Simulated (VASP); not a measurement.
# A VASP study of SnSe (r2SCAN): structure first, properties next, part 2 of 2

How well does r2SCAN reproduce what experiment finds for SnSe? The cell is relaxed first, and properties follow on it. Left out of this account: at least 1 further run (core levels: core levels are not valid at this level). The start is a cell from a database of measured crystal structures.

VASP 6.6.1; r2SCAN; plane waves and PAW (Sn_d, Se).

So far, gap on the k-mesh (eV): step 2 (full relaxation (r2SCAN)) 1.23; step 3 (second relaxation) 1.10; step 6 (density of states (r2SCAN)) 1.08.

The database entry behind the starting cell differs from later determinations by our own check (an axis about 0.9 % long against later determinations), so it need not match the best structure at ambient conditions.

### Step 7. Zone-centre phonons (r2SCAN)

Zone-centre modes test whether the atoms sit at a minimum within this cell. IBRION = 6 takes the force constants from differences of forces between displaced cells, so the forces must be tight.

INCAR

```
SYSTEM = SnSe
PREC = Accurate
ENCUT = 400
EDIFF = 1E-08
NELM = 100
ISMEAR = 0
SIGMA = 0.05
LREAL = .FALSE.
ALGO = Normal
METAGGA = R2SCAN
LASPH = .TRUE.
NBANDS = 49
LORBIT = 11
LWAVE = .FALSE.
LCHARG = .FALSE.
KPAR = 4
IBRION = 6
NFREE = 2
POTIM = 0.015
ISIF = 2
NSW = 1
```

POSCAR

```
SnSe
1.0
   11.7190832889      0.0000000000      0.0000000000
    0.0000000000      4.1324277340      0.0000000000
    0.0000000000      0.0000000000      4.6710327798
Sn Se
4 4
Direct
    0.1205912525      0.2500000000      0.1176291927
    0.3794087475      0.7500000000      0.6176291927
    0.6205912525      0.2500000000      0.3823708073
    0.8794087475      0.7500000000      0.8823708073
    0.3517336132      0.2500000000      0.0078442043
    0.1482663868      0.7500000000      0.5078442043
    0.8517336132      0.2500000000      0.4921557957
    0.6482663868      0.7500000000      0.9921557957
```

KPOINTS

```
Automatic mesh
0
Gamma
2 6 5
0 0 0
```

The projector-augmented-wave data sets are Sn_d and Se (PBE family, release 64).

Launch:

```console
> mpirun -np 4 vasp_std
```

Wall time 36 min (4 MPI ranks of Intel Xeon Platinum 8488C (Sapphire Rapids), shared host); peak memory 2 GiB; 2.4 h of CPU time.

The last energy, forces, stress and levels in OUTCAR belong to the last displaced cell, not to the cell of POSCAR.

Numbers from this step:

| Quantity | Value |
| --- | --- |
| bands | 49 |
| irreducible k-points | 24 |
| pressure of the cell | -0.007979 GPa |
| largest force of the cell | 0.009616 eV/Å |

Transverse limit, no LO-TO splitting. The modes at Γ (shares of kinetic energy by element, %):

```tsv
mode	frequency (cm⁻¹)	symmetry	Sn %	Se %
1	-0.9	acoustic	59	41
2	-0.3	acoustic	60	40
3	-0.3	acoustic	60	40
4	30.9	Bg	64	36
5	34.8	Ag	64	36
6	45.0	Bg	64	36
7	53.3	Au	80	20
8	56.9	Bg	82	18
9	65.6	Bu	70	30
10	69.1	Ag	66	34
11	71.5	Bu	60	40
12	77.4	Bg	68	32
13	119.4	Bu	40	60
14	124.9	Bg	36	64
15	134.0	Au	20	80
16	138.9	Bg	18	82
17	144.0	Bu	39	61
18	146.3	Bu	54	46
19	148.1	Ag	31	69
20	150.0	Bu	26	74
21	153.0	Ag	39	61
22	159.7	Bu	31	69
23	159.7	Bg	32	68
24	195.2	Bg	36	64
```

Displacements in mode 4 (30.9 cm⁻¹), the largest set to 1:
```
Sn1  0.00  1.00  0.00
Sn2  0.00  1.00  0.00
Sn3  0.00 -1.00  0.00
Sn4  0.00 -1.00  0.00
Se5  0.00  0.93  0.00
Se6  0.00  0.93  0.00
Se7  0.00 -0.93  0.00
Se8  0.00 -0.93  0.00
```

Displacements in mode 21 (153.0 cm⁻¹), the largest set to 1:
```
Sn1  0.23  0.00  0.64
Sn2 -0.23  0.00  0.64
Sn3  0.23  0.00 -0.64
Sn4 -0.23  0.00 -0.64
Se5  0.29  0.00 -1.00
Se6 -0.29  0.00 -1.00
Se7  0.29  0.00  1.00
Se8 -0.29  0.00  1.00
```

The three acoustic modes lie within 0.9 cm⁻¹ of zero, and no other lies below -15 cm⁻¹; the softest, at 31 cm⁻¹, is too soft for its sign to be sure. By the characters of their eigenvectors the optical modes sort into (cm⁻¹) Raman active: Bg 31, Ag 35, Bg 45, Bg 57, Ag 69, Bg 77, Bg 125, Bg 139, Ag 148, Ag 153 and more; infrared active: Bu 66, Bu 72, Bu 119, Bu 144, Bu 146, Bu 150, Bu 160; silent: Au 53, Au 134. B labels carry no number here, since it depends on the setting of the axes. With a centre of inversion no mode is active in both.

### Step 8. Volume scan with r2SCAN

An equation of state needs energies on both sides of the minimum, all on one mesh and cutoff.

INCAR, as its differences from that of step 7:

```diff
@@ -3,3 +3,3 @@
 ENCUT = 400
-EDIFF = 1E-08
+EDIFF = 1E-06
 NELM = 100
@@ -16,6 +16,2 @@
 KPAR = 4
-IBRION = 6
-NFREE = 2
-POTIM = 0.015
 ISIF = 2
-NSW = 1
```

POSCAR, as its differences from that of step 7:

```diff
@@ -2,5 +2,5 @@
 1.0
-   11.7190832889      0.0000000000      0.0000000000
-    0.0000000000      4.1324277340      0.0000000000
-    0.0000000000      0.0000000000      4.6710327798
+   11.4798511967      0.0000000000      0.0000000000
+    0.0000000000      4.0480688035      0.0000000000
+    0.0000000000      0.0000000000      4.5756788244
 Sn Se
```

KPOINTS is that of step 7.

Launch:

```console
> mpirun -np 4 vasp_std
```

Wall time 2.9 min (4 MPI ranks); peak memory 1.4 GiB.

The scan keeps the cell's shape and the fractional positions fixed.

This step gave:

| Item | Value |
| --- | --- |
| SCF cycles | 14 |
| free energy (TOTEN) | -159.6696 eV |
| Fermi energy | 5.591 eV |
| pressure | 3.572 GPa |
| valence top at k | 0, 0, 0.4 |
| conduction bottom at k | 0, 0.3333, 0 |
| least direct gap at k | 0, 0.3333, 0 |
| gap on the k-mesh | 0.9638 eV |
| least direct gap on the k-mesh | 1.286 eV |

Force by atom:

```tsv
atom	x (eV/Å)	y (eV/Å)	z (eV/Å)	size
Sn1	-0.368	0.000	-0.262	0.452
Sn2	0.368	0.000	-0.262	0.452
Sn3	-0.368	0.000	0.262	0.452
Sn4	0.368	0.000	0.262	0.452
Se5	0.216	0.000	0.243	0.325
Se6	-0.216	0.000	0.243	0.325
Se7	0.216	0.000	-0.243	0.325
Se8	-0.216	0.000	-0.243	0.325
```

The pressure here is 3.57 GPa.

### Step 9. Volume scan with r2SCAN (run 2)

INCAR is that of step 8.

POSCAR, as its differences from that of step 8:

```diff
@@ -2,5 +2,5 @@
 1.0
-   11.4798511967      0.0000000000      0.0000000000
-    0.0000000000      4.0480688035      0.0000000000
-    0.0000000000      0.0000000000      4.5756788244
+   11.5606978829      0.0000000000      0.0000000000
+    0.0000000000      4.0765772696      0.0000000000
+    0.0000000000      0.0000000000      4.6079029765
 Sn Se
```

KPOINTS is that of step 8.

Launch:

```console
> mpirun -np 4 vasp_std
```

Wall time 2.9 min (4 MPI ranks); peak memory 1.4 GiB.

Numbers from this step:

```
free energy (TOTEN)            : -159.7537 eV
Fermi energy                   : 5.265 eV
pressure                       : 2.246 GPa
gap on the k-mesh              : 1.014 eV
least direct gap on the k-mesh : 1.305 eV
```

Force by atom:

```tsv
atom	x (eV/Å)	y (eV/Å)	z (eV/Å)	size
Sn1	-0.236	0.000	-0.166	0.289
Sn2	0.236	0.000	-0.166	0.289
Sn3	-0.236	0.000	0.166	0.289
Sn4	0.236	0.000	0.166	0.289
Se5	0.137	0.000	0.155	0.207
Se6	-0.137	0.000	0.155	0.207
Se7	0.137	0.000	-0.155	0.207
Se8	-0.137	0.000	-0.155	0.207
```

The pressure falls from 3.57 to 2.25 GPa.

The run ends at a pressure of 2.25 GPa, with forces up to 0.29 eV/Å.

### Step 10. Volume scan with r2SCAN (run 3)

INCAR is that of step 9.

POSCAR, as its differences from that of step 9:

```diff
@@ -2,5 +2,5 @@
 1.0
-   11.5606978829      0.0000000000      0.0000000000
-    0.0000000000      4.0765772696      0.0000000000
-    0.0000000000      0.0000000000      4.6079029765
+   11.6404293533      0.0000000000      0.0000000000
+    0.0000000000      4.1046924840      0.0000000000
+    0.0000000000      0.0000000000      4.6396826219
 Sn Se
```

KPOINTS is that of step 9.

Launch:

```console
> mpirun -np 4 vasp_std
```

Wall time 3.1 min (4 MPI ranks); peak memory 1.4 GiB.

The pressure falls from 2.25 to 1.06 GPa.

The run ends at a pressure of 1.06 GPa, with forces up to 0.14 eV/Å.

### Step 11. Volume scan with r2SCAN (run 4)

INCAR is that of step 10.

POSCAR, as its differences from that of step 10:

```diff
@@ -2,5 +2,5 @@
 1.0
-   11.6404293533      0.0000000000      0.0000000000
-    0.0000000000      4.1046924840      0.0000000000
-    0.0000000000      0.0000000000      4.6396826219
+   11.7190832889      0.0000000000      0.0000000000
+    0.0000000000      4.1324277340      0.0000000000
+    0.0000000000      0.0000000000      4.6710327798
 Sn Se
```

KPOINTS is that of step 10.

Launch:

```console
> mpirun -np 4 vasp_std
```

Run time: 2.8 min. Hardware: 4 MPI ranks; peak memory 1.4 GiB.

The pressure falls from 1.06 to -0.01 GPa.

The run ends at a pressure of -0.01 GPa, with forces up to 0.0094 eV/Å.

### Step 12. Volume scan with r2SCAN (run 5)

INCAR is that of step 11.

POSCAR, as its differences from that of step 11:

```diff
@@ -2,5 +2,5 @@
 1.0
-   11.7190832889      0.0000000000      0.0000000000
-    0.0000000000      4.1324277340      0.0000000000
-    0.0000000000      0.0000000000      4.6710327798
+   11.7966953738      0.0000000000      0.0000000000
+    0.0000000000      4.1597956027      0.0000000000
+    0.0000000000      0.0000000000      4.7019676732
 Sn Se
```

KPOINTS is that of step 11.

Launch:

```console
> mpirun -np 4 vasp_std
```

The job ended after 3.4 min (4 MPI ranks; peak memory 1.4 GiB).

The pressure falls from -0.01 to -0.97 GPa.

The run ends at a pressure of -0.97 GPa, with forces up to 0.14 eV/Å.

### Step 13. Volume scan with r2SCAN (run 6)

INCAR is that of step 12.

POSCAR, as its differences from that of step 12:

```diff
@@ -2,5 +2,5 @@
 1.0
-   11.7966953738      0.0000000000      0.0000000000
-    0.0000000000      4.1597956027      0.0000000000
-    0.0000000000      0.0000000000      4.7019676732
+   11.8732994383      0.0000000000      0.0000000000
+    0.0000000000      4.1868080193      0.0000000000
+    0.0000000000      0.0000000000      4.7325007864
 Sn Se
```

KPOINTS is that of step 12.

Launch:

```console
> mpirun -np 4 vasp_std
```

It took 3.4 min on 4 MPI ranks; peak memory 1.4 GiB; 13 min of CPU time.

The pressure falls from -0.97 to -1.83 GPa.

The run ends at a pressure of -1.83 GPa, with forces up to 0.27 eV/Å.

### Step 14. Volume scan with r2SCAN (run 7)

A prediction first. A least-squares parabola for the 6 pressures of evenly scaled cells so far, P = -0.02 -50.8 t +115 t² GPa with t = ln(V/V₁) and V₁ the volume at scale 1, gives -2.58 GPa at t = +0.0583.

INCAR is that of step 13.

POSCAR, as its differences from that of step 13:

```diff
@@ -2,5 +2,5 @@
 1.0
-   11.8732994383      0.0000000000      0.0000000000
-    0.0000000000      4.1868080193      0.0000000000
-    0.0000000000      0.0000000000      4.7325007864
+   11.9489275884      0.0000000000      0.0000000000
+    0.0000000000      4.2134763053      0.0000000000
+    0.0000000000      0.0000000000      4.7626449162
 Sn Se
```

KPOINTS is that of step 13.

Launch:

```console
> mpirun -np 4 vasp_std
```

Elapsed: 3.3 min, on 4 MPI ranks; peak memory 1.4 GiB.

The pressure falls from -1.83 to -2.61 GPa. The parabola predicted -2.58 GPa, +0.02 GPa off.

### Step 15. Side by side

Times are for 4 MPI ranks of Intel Xeon Platinum 8488C (Sapphire Rapids), shared host. The runs compared:

```tsv
no.	volume scale	energy above the lowest point (meV/atom)	pressure (GPa)	gap on the k-mesh (eV)	time	memory (GiB)
1	0.94	18.66	3.572	0.9638	2.9 min	1.4
2	0.96	8.15	2.246	1.014	2.9 min	1.4
3	0.98	2.09	1.055	1.062	3.1 min	1.4
4	1	0	-0.01416	1.099	2.8 min	1.4
5	1.02	1.53	-0.9733	1.125	3.4 min	1.4
6	1.04	6.23	-1.834	1.149	3.4 min	1.4
7	1.06	13.86	-2.609	1.171	3.3 min	1.4
```

### Step 16. Fit for r2SCAN

This step: Birch-Murnaghan fit, r2SCAN; plane waves and PAW (VASP 6.6.1).

This step runs nothing: it gathers the runs above.

This step gave:

- pressure derivative of the bulk modulus: 4.373
- r.m.s. error of the fit: 6.67e-6 eV/atom
- minimum inside the sampled range: yes
- bulk modulus: 50.42 GPa
- equilibrium volume of the fit: 28.31 Å³/atom

Table of energy above the fitted minimum by volume:

```tsv
volume (Å³/atom)	energy above the fitted minimum (eV/atom)
26.58	0.0187
27.15	0.00815
27.71	0.00209
28.28	-3.2e-6
28.84	0.00152
29.41	0.00623
29.97	0.0139
```

The fit over cells of fixed shape and fractional positions puts the volume +0.12 % from the relaxed one. At a finite cutoff and mesh the minimum of the energy and the zero of the stress don't quite coincide, and the relaxation stops at a threshold. The atoms bear forces along the scan, since they were held; freeing them would lower the modulus.

### Step 17. Independent-particle dielectric function (r2SCAN)

This step: r2SCAN; plane waves and PAW (Sn_d, Se) (VASP 6.6.1).

LOPTICS sums transitions from filled to empty bands. The mesh is finer than in the run before. NBANDS is raised for it.

INCAR, as its differences from that of step 14:

```diff
@@ -11,3 +11,3 @@
 LASPH = .TRUE.
-NBANDS = 49
+NBANDS = 104
 LORBIT = 11
@@ -16,2 +16,4 @@
 KPAR = 4
-ISIF = 2
+LOPTICS = .TRUE.
+NEDOS = 1500
+CSHIFT = 0.1
```

POSCAR, as its differences from that of step 14:

```diff
@@ -2,5 +2,5 @@
 1.0
-   11.9489275884      0.0000000000      0.0000000000
-    0.0000000000      4.2134763053      0.0000000000
-    0.0000000000      0.0000000000      4.7626449162
+   11.7190832889      0.0000000000      0.0000000000
+    0.0000000000      4.1324277340      0.0000000000
+    0.0000000000      0.0000000000      4.6710327798
 Sn Se
```

KPOINTS

```
Automatic mesh
0
Gamma
3 8 7
0 0 0
```

Launch:

```console
> mpirun -np 4 vasp_std
```

Elapsed: 10 min, on 4 MPI ranks; peak memory 4 GiB; 41 min of CPU time.

These are independent-particle spectra without excitons or local fields. Their onset and peaks carry the functional's gap error, and fine structure and low peaks depend on the mesh and on CSHIFT.

This step gave:

| Item | Value |
| --- | --- |
| SCF cycles | 15 |
| bands | 104 |
| irreducible k-points | 40 |
| free energy (TOTEN) | -159.8361 eV |
| Fermi energy | 4.795 eV |
| pressure | -0.04131 GPa |
| valence top at k | 0, 0, 0.4286 |
| conduction bottom at k | 0, 0.375, 0 |
| least direct gap at k | 0, 0, 0 |
| gap on the k-mesh | 1.085 eV |
| least direct gap on the k-mesh | 1.407 eV |

The imaginary dielectric function has structure finer than the step of the table below, so its rows give means over 1 eV, whole bins alone (the curve runs from 0 to 25.0 eV). Peaks (eV: height): xx 2.1: 20.1, 3.9: 18.9; yy 2.6: 26.8; zz 1.5: 7.31, 2.9: 19.6, 3.6: 19.4.

Imaginary dielectric function against photon energy; means over each step:

```tsv
photon energy (eV)	xx	yy	zz
1	0.723	0.569	1.13
2	13.4	9.86	7.80
3	12.2	19.4	16.6
4	15.3	14.6	16.4
5	10.7	10.1	9.13
6	6.66	6.27	5.62
7	3.35	3.41	3.13
8	3.07	2.77	2.62
9	2.58	2.55	2.87
10	2.34	1.84	2.32
11	1.43	1.36	1.83
12	0.951	0.907	1.03
13	0.690	0.681	0.749
14	0.566	0.553	0.578
15	0.464	0.444	0.463
16	0.404	0.387	0.414
17	0.334	0.331	0.339
18	0.260	0.267	0.269
19	0.211	0.211	0.201
20	0.170	0.167	0.165
21	0.140	0.139	0.141
22	0.114	0.109	0.110
23	0.120	0.122	0.121
24	0.218	0.215	0.221
```

The real dielectric function by photon energy:

```tsv
photon energy (eV)	xx	yy	zz
0	14.0	14.0	13.3
1	16.1	15.7	15.3
2	17.4	22.9	16.7
3	9.81	4.84	8.19
4	-1.59	0.410	-0.519
5	-3.60	-2.95	-4.72
6	-5.11	-4.60	-3.55
7	-2.27	-2.87	-2.07
8	-1.34	-1.69	-1.08
9	-0.811	-1.48	-1.47
10	-1.81	-1.52	-0.870
11	-1.35	-1.22	-1.42
12	-1.07	-0.946	-1.05
13	-0.576	-0.631	-0.725
14	-0.492	-0.336	-0.478
15	-0.225	-0.214	-0.205
16	-0.0781	-0.0342	-0.0755
17	0.0157	0.0217	0.0281
18	0.130	0.127	0.0889
19	0.205	0.213	0.202
20	0.291	0.320	0.304
21	0.387	0.402	0.399
22	0.477	0.479	0.471
23	0.601	0.621	0.615
24	0.622	0.621	0.636
```

This mesh misses the point of the least direct gap (1.33 eV in the band run), so the true onset lies lower. The mean of ε2 over directions passes 5 % of its top at 1.22 eV, against a least direct gap of 1.41 eV on this mesh; what lies under the gap is the tail of the broadening by CSHIFT. The indirect gap (1.02 eV in the band run) doesn't show, since phonons are left out.

### Step 18. Results

```json
{
 "relaxed volume": "28.28 Å³/atom",
 "relaxed conventional cell a, b, c": "11.719, 4.132, 4.671 Å",
 "space group after relaxing, within 0.02 Å": "Pnma (No. 62)",
 "band gap": "1.02 eV, indirect (least direct gap of that run 1.33 eV)",
 "gap among the points of the DOS mesh alone, an upper bound": "1.08 eV",
 "highest zone-centre mode": "195 cm⁻¹",
 "bulk modulus from the fit": "50.4 GPa",
 "volume from the fit": "28.3 Å³/atom",
 "strongest peak of ε2, mean over directions": "3.56 eV",
 "ε1 at zero frequency, no local fields, mean": "13.8"
}
```

With r2SCAN, SnSe relaxes to 28.28 Å³/atom in space group Pnma (held by the symmetry of the run), has an indirect gap of 1.02 eV and has a bulk modulus of 50.4 GPa at fixed shape and positions, an upper bound. Against the listed cell the volume lies +6.0 % (a +2.6 %, b -1.4 %, c +4.7 %). Bands along the symmetry lines (r2SCAN): On this path the gap is indirect, 1.04 eV, with the valence top between Y and Γ and the conduction bottom between Γ and X. The least direct gap is 1.33 eV. Zone-centre phonons (r2SCAN): The highest mode in this list at Γ, 195.2 cm⁻¹, has its largest share on Se (64 % of the kinetic energy). The scan held shape and positions, so its modulus is an upper bound, and a miss against the measured one is not the functional's alone. Experiment finds a gap of 0.83 eV (pmc:9284162); the computed 1.02 eV is not graded against it, since spin-orbit coupling, magnetic order or the kind of gap isn't matched to the measurement. Spin-orbit coupling is left out, and with elements this heavy it would split and shift bands near the edges, and it can change the kind of a small gap. Modes at Γ alone can't show that the crystal is stable at other wave vectors, and the LO-TO splitting is not included. The bonds form layers, and without a dispersion term the spacing between them, and what depends on it, is unreliable. No search among competing phases was made, and a listed structure need not be the one stable at ambient conditions. All values are for a static lattice at zero temperature.

Calculation against experiment:

| quantity | measured | r2SCAN | Birch-Murnaghan fit, r2SCAN |
| --- | --- | --- | --- |
| lattice constant a (Å) | 11.501 | 11.719 (+1.9 %) | - |
| lattice constant b (Å) | 4.153 | 4.132 (-0.5 %) | - |
| lattice constant c (Å) | 4.445 | 4.671 (+5.1 %) | - |
| bulk modulus (GPa) | 39.8 | - | 50 (+26.7 %) |

Measured values from arxiv:1712.09198 (2017) and arxiv:1608.06763 (2016).

Verdict: The lattice constant a is off by +1.9 %: a clear miss. The lattice constant b is off by -0.5 %: good agreement. The lattice constant c is off by +5.1 %: a clear miss. The bulk modulus is off by +26.7 %: a clear miss. The grades are ours: good and fair within 0.7 and 1.5 % for the lattice constant a, 0.7 and 1.5 % for the lattice constant b, 0.8 and 2 % for the lattice constant c and 5 and 12 % for the bulk modulus. Zero-point motion and thermal expansion (measured at up to 300 K) are not in the computed lattice constants and bulk modulus.

[Lines on the potential files, build, host, timing and source positions are cut from VASP's logs without a mark.]

[Logs are printed without paths, hosts, clocks, repeated set-up lines and the standing remarks that a program may print on its own settings, such as how far it seeks lower states.]

[Hosts, paths, dates, database ids (printed as entryN), source tags and the programs' standing remarks are cut or masked in the printed files.]

[A measured line is paired with the nearest computed mode of its activity, which favours agreement.]

[In band tables of VASP the shares of atoms and orbitals are scaled to a sum of 1 inside the atoms' spheres.]
